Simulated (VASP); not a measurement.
Computed with PBE GGA + U (Dudarev), VASP's PBE PAW potentials (set 64) (plane waves; VASP).

Input for VASP

File KPOINTS:
```
Regular mesh
0
gamma
 6 6 8
0 0 0
```

**INCAR**
```
! general
SYSTEM    = MnO2
PREC      = Accurate
ENCUT     = 520
LREAL     = F
LASPH     = T

! electronic loop
EDIFF     = 1E-7
NELM      = 100
ALGO      = Normal
LMAXMIX   = 4

! smearing
ISMEAR    = -5

! functional
GGA       = PE

! spin
ISPIN     = 2
MAGMOM    = 3.0 -3.0 -0.0 0.0 0.0 -0.0

! DFT+U
LDAU      = T
LDAUTYPE  = 2
LDAUL     = 2 -1
LDAUU     = 3.9 0
LDAUJ     = 0 0
LDAUPRINT = 1

! ions
ISIF      = 2

! output
LWAVE     = F
LCHARG    = T
LORBIT    = 11
NEDOS     = 601

! other
LEFG      = T
```

File POSCAR:
```
MnO2
1
    4.4491830263     0.0000000000     0.0000000000
    0.0000000000     4.4491830263     0.0000000000
    0.0000000000     0.0000000000     2.9313697082
Mn O
2 4
Direct
  0.0000000000   0.0000000000   0.0000000000
  0.5000000000   0.5000000000   0.5000000000
  0.3057377783   0.3057377783   0.0000000000
  0.8057377783   0.1942622217   0.5000000000
  0.1942622217   0.8057377783   0.5000000000
  0.6942622217   0.6942622217   0.0000000000
```

POTCAR, in this order: Mn_pv O (PBE.64 set). Program: vasp_std.

What VASP printed:

### OSZICAR
```
       N       E                     dE             d eps       ncg     rms          rms(c)
DAV:   1     0.655749433544E+03    0.65575E+03   -0.28717E+04  6120   0.199E+03
DAV:   2     0.280502897998E+02   -0.62770E+03   -0.59157E+03  6426   0.565E+02
DAV:   3    -0.528176777125E+02   -0.80868E+02   -0.78939E+02  8052   0.191E+02
DAV:   4    -0.563188073177E+02   -0.35011E+01   -0.34400E+01  6644   0.349E+01
DAV:   5    -0.563826330441E+02   -0.63826E-01   -0.63813E-01  6384   0.539E+00    0.414E+01
DAV:   6    -0.474263357686E+02    0.89563E+01   -0.17806E+02  7854   0.120E+02    0.449E+01
DAV:   7    -0.436303742499E+02    0.37960E+01   -0.82780E+01  7664   0.934E+01    0.180E+01
DAV:   8    -0.424199513183E+02    0.12104E+01   -0.47154E+00  6960   0.262E+01    0.771E+00
DAV:   9    -0.424235596805E+02   -0.36084E-02   -0.12188E+00  7974   0.159E+01    0.436E+00
DAV:  10    -0.423945709243E+02    0.28989E-01   -0.54579E-01  7440   0.765E+00    0.135E+00
DAV:  11    -0.423997671753E+02   -0.51963E-02   -0.25349E-02  6788   0.140E+00    0.441E-01
DAV:  12    -0.424007018333E+02   -0.93466E-03   -0.45883E-03  6924   0.581E-01    0.227E-01
DAV:  13    -0.424009527707E+02   -0.25094E-03   -0.34120E-04  7104   0.176E-01    0.644E-02
DAV:  14    -0.424010059272E+02   -0.53156E-04   -0.16092E-04  7524   0.104E-01    0.337E-02
DAV:  15    -0.424010119454E+02   -0.60182E-05   -0.30313E-05  7806   0.560E-02    0.101E-02
DAV:  16    -0.424010128069E+02   -0.86152E-06   -0.54287E-06  7918   0.165E-02    0.615E-03
DAV:  17    -0.424010128954E+02   -0.88478E-07   -0.62310E-07  5996   0.107E-02
   1 F= -.42401013E+02 E0= -.42401013E+02  d E =0.000000E+00  mag=    -0.0000
```

### OUTCAR
```
------------------------ aborting loop because EDIFF is reached ----------------------------------------
  FORCE on cell =-STRESS in cart. coord.  units (eV):
  Direction    XX          YY          ZZ          XY          YZ          ZX
  --------------------------------------------------------------------------------------
  Total       -0.0367535     -0.0367535     -0.0025741     -0.0000000      0.0000000      0.0000000
  in kB       -1.0147948     -1.0147948     -0.0710743     -0.0000000      0.0000000      0.0000000
  external PRESSURE =      -0.7002213 kB  Pullay stress =       0.0000000 kB
  volume of cell :       58.03
      direct lattice vectors                 reciprocal lattice vectors
     4.449183026  0.000000000  0.000000000     0.224760365  0.000000000  0.000000000
     0.000000000  4.449183026  0.000000000     0.000000000  0.224760365  0.000000000
     0.000000000  0.000000000  2.931369708     0.000000000  0.000000000  0.341137454
 POSITION                                       TOTAL-FORCE (eV/Angst)
 -----------------------------------------------------------------------------------
      0.00000      0.00000      0.00000        -0.000000     -0.000000      0.000000
      2.22459      2.22459      1.46568        -0.000000     -0.000000      0.000000
      1.36028      1.36028      0.00000         0.012128      0.012128     -0.000000
      3.58487      0.86431      1.46568         0.012128     -0.012128      0.000000
      0.86431      3.58487      1.46568        -0.012128      0.012128     -0.000000
      3.08890      3.08890      0.00000        -0.012128     -0.012128      0.000000
 -----------------------------------------------------------------------------------
    total drift:                                0.000000      0.000000      0.000000
  FREE ENERGIE OF THE ION-ELECTRON SYSTEM (eV)
  ---------------------------------------------------
  free  energy   TOTEN  =       -42.4010128954 eV

  energy  without entropy=      -42.4010128954  energy(sigma->0) =      -42.40101290

 total charge

# of ion       s       p       d       tot
------------------------------------------
    1        0.341   6.439   4.788  11.569
    2        0.341   6.439   4.788  11.569
    3        1.566   3.459   0.000   5.025
    4        1.566   3.459   0.000   5.025
    5        1.566   3.459   0.000   5.025
    6        1.566   3.459   0.000   5.025
--------------------------------------------------
tot          6.949  26.713   9.577  43.239

 magnetization (x)

# of ion       s       p       d       tot
------------------------------------------
    1        0.017   0.029   2.943   2.988
    2       -0.017  -0.029  -2.943  -2.988
    3       -0.001  -0.004   0.000  -0.005
    4        0.001   0.004   0.000   0.005
    5        0.001   0.004   0.000   0.005
    6       -0.001  -0.004   0.000  -0.005
--------------------------------------------------
tot          0.000   0.000   0.000   0.000

 Electric field gradients after diagonalization (V/A^2)
 (convention: |V_zz| > |V_xx| > |V_yy|)
----------------------------------------------------------------------
 ion       V_xx      V_yy      V_zz     asymmetry (V_yy - V_xx)/ V_zz
----------------------------------------------------------------------
   1      11.456     1.908   -13.364       0.714
   2      11.456     1.908   -13.364       0.714
   3      77.618    42.071  -119.689       0.297
   4      77.618    42.071  -119.689       0.297
   5      77.618    42.071  -119.689       0.297
   6      77.618    42.071  -119.689       0.297
```
(Selected blocks of OUTCAR.)

The compound is MnO2 in the rutile structure. It was relaxed first.
